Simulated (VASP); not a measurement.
A run of VASP 6.6.1 is set up as follows.

The input INCAR:

```
SYSTEM = NiMoIrPdW
PREC = Accurate
ENCUT = 600
EDIFF = 1E-6
ISMEAR = -1
SIGMA = 0.05
LREAL = .False.
LASPH = .True.
NELM = 120
ALGO = Normal
ISIF = 3
LWAVE = .False.
LCHARG = .False.
ISPIN = 2
MAGMOM = 1 1 0 0.6 0
LORBIT = 11
LMAXMIX = 4
GGA = PE
IVDW = 2
IBRION = 2
NSW = 40
EDIFFG = -0.02
KPAR = 4
```

File KPOINTS:

```
regular mesh
0
Gamma
  8 8 5
  0 0 0
```

File POSCAR:

```
NiMoIrPdW
1.0
    4.1170500000      0.0000000000      0.0000000000
   -2.0585300000      3.5654700000      0.0000000000
    0.0000000000      0.0000000000      5.4458000000
Ni Mo Pd Ir W
1 1 1 1 1
Direct
    0.0000000000      0.0000000000      0.9577500000
    0.6666700000      0.3333300000      0.9616100000
    0.6666700000      0.3333300000      0.4629500000
    0.3333300000      0.6666700000      0.7257200000
    0.3333300000      0.6666700000      0.2364200000
```

Potentials or basis: VASP PAW PBE potentials, release 64 (Ni, Mo_sv, Pd, Ir, W_sv).

Launch:

```bash
$ cat potpaw_PBE.64/Ni/POTCAR potpaw_PBE.64/Mo_sv/POTCAR potpaw_PBE.64/Pd/POTCAR potpaw_PBE.64/Ir/POTCAR potpaw_PBE.64/W_sv/POTCAR > POTCAR
$ mpirun -np 4 vasp_std > vasp.out
```

(1) Predict the Hirshfeld charges.

(2) Estimate the band gap on the k mesh.

(3) What does it give for the relaxed volume?

Results:

(1) Ni -0.03; Mo -0.02; Pd -0.02; Ir -0.03; W +0.10 e.

(2) none (metal or under the smearing width).

(3) 15.39 Å³/atom.

Caveat: atom-pairwise D2, TS and ULG terms overbind metals; pairwise dispersion overbinds metals, which lowers pressure and volume.
